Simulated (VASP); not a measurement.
Given:

```xyz
2
Lattice="0.0000 1.7668 1.7668 1.7668 0.0000 1.7668 1.7668 1.7668 0.0000" Properties=species:S:1:pos:R:3 pbc="T T T"
C      0.0000     0.0000     0.0000
C      0.8834     0.8834     0.8834
```

Level of theory: LDA (Ceperley-Alder, Perdew-Zunger), VASP's LDA PAW potentials (set 64) (plane waves; VASP 6.6.1). Numerical set-up: 620 eV cut-off, 13×13×13 Γ-centred mesh, Gaussian smearing of 0.050 eV, potentials C.

The ions, cell shape and volume at an external pressure of 5.0 GPa are relaxed. Give the cell that the relaxation ends in.

```xyz
2
Lattice="0.0000 1.7606 1.7606 1.7606 0.0000 1.7606 1.7606 1.7606 0.0000" Properties=species:S:1:pos:R:3 pbc="T T T"
C      0.0000     0.0000     0.0000
C      0.8803     0.8803     0.8803
```
Space group Fd-3m (227), at a tolerance of 0.03 Å.

How do energy and volume change from the first to the last step?

The energy (σ→0) changes by +0.9 meV/atom and the volume by -1.0 %, in 3 ionic steps.

The compound is C in the diamond structure. This run relaxes it under an external pressure of 5 GPa. Symmetry was kept, so distortions that lower it aren't found.
